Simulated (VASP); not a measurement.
Input for VASP

**KPOINTS**
```
Automatic mesh
0
Gamma
7 7 5
0 0 0
```

### POSCAR
```
Te2Pd
1
    4.0700900000     0.0000000000     0.0000000000
   -2.0350450000     3.5248010000     0.0000000000
    0.0000000000     0.0000000000     5.2330800000
Te Pd
2 1
Direct
  0.3333330000   0.6666670000   0.2610900000
  0.6666670000   0.3333330000   0.7389100000
  0.0000000000   0.0000000000   0.0000000000
```

INCAR:
```
SYSTEM = Te2Pd
PREC = Accurate; ENCUT = 400; LREAL = F
LASPH = T
EDIFF = 1E-6; NELM = 100; ALGO = Normal
LMAXMIX = 4
ISMEAR = 1; SIGMA = 0.1
GGA = PE
ISIF = 2
LWAVE = F; LCHARG = F
```

POTCAR, in this order: Te Pd (PBE.64 set). Program: vasp_std.

Problem. Translate this PBE calculation to Quantum ESPRESSO's pw.x.

Solution. One equivalent input (not run):
```
&CONTROL
  calculation = 'scf'
  pseudo_dir = './pseudo'
  outdir = './out'
  tprnfor = .true.
  tstress = .true.
/
&SYSTEM
  ibrav = 0
  nat = 3
  ntyp = 2
  ecutwfc = 82.3
  occupations = 'smearing'
  smearing = 'methfessel-paxton'
  degauss = 0.00735
  input_dft = 'pbe'
/
&ELECTRONS
  conv_thr = 7.3e-08
  electron_maxstep = 100
/
ATOMIC_SPECIES
  Te 127.600 Te.upf
  Pd 106.420 Pd.upf
CELL_PARAMETERS angstrom
     4.0700900    0.0000000    0.0000000
    -2.0350450    3.5248010    0.0000000
     0.0000000    0.0000000    5.2330800
ATOMIC_POSITIONS crystal
  Te   0.3333330  0.6666670  0.2610900
  Te   0.6666670  0.3333330  0.7389100
  Pd   0.0000000  0.0000000  0.0000000
K_POINTS automatic
  7 7 5 0 0 0
```
The two are equivalent in intent, not identical: the potentials are each code's own (VASP's PAW set, PseudoDojo norm-conserving files in pw.x), so ENCUT and ecutwfc are chosen apart and not converted; conv_thr bounds pw.x's estimated SCF error, while EDIFF bounds the energy change between steps.

The structure comes from a computed database's Te2Pd entry (P-3m1); how it stands against other phases isn't given here. The cell was not relaxed at this level.
